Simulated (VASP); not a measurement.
An input for Quantum ESPRESSO's pw.x (written as the equivalent of a VASP run, and not itself run):

```
&CONTROL
  calculation = 'scf'
  pseudo_dir = './pseudo'
  outdir = './out'
  tprnfor = .true.
  tstress = .true.
/
&SYSTEM
  ibrav = 0
  nat = 5
  ntyp = 3
  ecutwfc = 84
  occupations = 'smearing'
  smearing = 'gaussian'
  degauss = 0.003675
  input_dft = 'vdw-df-obk8'
/
&ELECTRONS
  conv_thr = 7.3e-09
  electron_maxstep = 100
/
ATOMIC_SPECIES
  Ba 137.327 Ba.upf
  Hf 178.490 Hf.upf
  O 15.999 O.upf
CELL_PARAMETERS angstrom
     4.1463732    0.0000000    0.0000000
     0.0000000    4.1463732    0.0000000
     0.0000000    0.0000000    4.1463732
ATOMIC_POSITIONS crystal
  Ba   0.0000000  0.0000000  0.0000000
  Hf   0.5000000  0.5000000  0.5000000
  O    0.5000000  0.0000000  0.5000000
  O    0.0000000  0.5000000  0.5000000
  O    0.5000000  0.5000000  0.0000000
K_POINTS automatic
  5 5 5 0 0 0
```

Problem. Translate this input to VASP (INCAR, KPOINTS, POSCAR, choice of POTCAR).

Solution. One answer among several that fit: 
### INCAR
```
LUSE_VDW = .True.
PARAM2 = 0.22
EDIFF = 1E-7   # SCF stop (eV)
SIGMA = 0.05
SYSTEM = BaHfO3
LCHARG = .False.
ISMEAR = 0   # Gaussian
GGA = BO
AGGAC = 0.0
LASPH = .True.
LMAXMIX = 6   # l cut-off of mixed one-centre charges
ALGO = Normal   # blocked Davidson
PREC = Accurate
LREAL = .False.
ENCUT = 520   # plane-wave cut-off (eV)
PARAM1 = 0.1833333333
LWAVE = .False.
ISIF = 2
NELM = 100   # most electronic steps
```

### KPOINTS
```
Automatic mesh
0
Gamma
5 5 5
0 0 0
```

### POSCAR
```
BaHfO3
1.0
  4.1463731537   0.0000000000   0.0000000000
  0.0000000000   4.1463731537   0.0000000000
  0.0000000000   0.0000000000   4.1463731537
Ba Hf O
1 1 3
Direct
  0.0000000000   0.0000000000   0.0000000000
  0.5000000000   0.5000000000   0.5000000000
  0.5000000000   0.0000000000   0.5000000000
  0.0000000000   0.5000000000   0.5000000000
  0.5000000000   0.5000000000   0.0000000000
```

POTCAR, in this order: Ba_sv Hf_pv O (PBE.64 set). Program: vasp_std.

Limits of the translation: the potentials are each code's own (VASP's PAW set, PseudoDojo norm-conserving files in pw.x), so ENCUT and ecutwfc are chosen apart and not converted; conv_thr bounds pw.x's estimated SCF error, while EDIFF bounds the energy change between steps.

The compound is BaHfO3 in the cubic perovskite structure. This cell is one point of a volume scan, at 0.97 of the reference volume.
